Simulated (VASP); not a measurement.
Si2Ni:

```
Ni Si
1.0
     0.00000    2.69500    2.69500
     2.69500    0.00000    2.69500
     2.69500    2.69500    0.00000
Ni Si
1 2
Direct
  0.00000 0.00000 0.00000
  0.25000 0.25000 0.25000
  0.75000 0.75000 0.75000
```

The cell was built by a generator and needn't be a form met in nature.

```yaml
Program: VASP 6.6.1
Task: relaxation of cell and atoms
Functional: LDA
Potentials_or_basis: VASP PAW LDA potentials, release 64 (Ni, Si)
Cutoff: 600 eV
k_mesh: 14 × 14 × 14
Occupations: methfessel-paxton, width 0.1 eV
Spin: no spin polarisation
```

At the start: pressure -3.2 GPa; volume 13.05 Å³/atom.

Q: How do energy, volume and symmetry change on relaxing?

A: Over 3 steps the energy falls by 2.7 meV/atom and the volume is 12.79 Å³/atom (-2.0 %); space group Fm-3m (No. 225, to 0.05 Å).

Step by step:
```
step  energy change (eV)  largest force (eV/Å)  pressure (GPa)  volume (Å³)
   1              0.0000                0.0000           -3.20        39.15
   2             -0.0017                0.0000            3.02        37.69
   3             -0.0080                0.0000           -0.02        38.36
```

Final structure:
```
CELL_PARAMETERS angstrom
0.00000 2.67691 2.67691
2.67691 0.00000 2.67691
2.67691 2.67691 0.00000
ATOMIC_POSITIONS crystal
Ni 0.00000 0.00000 0.00000
Si 0.25000 0.25000 0.25000
Si 0.75000 0.75000 0.75000
```
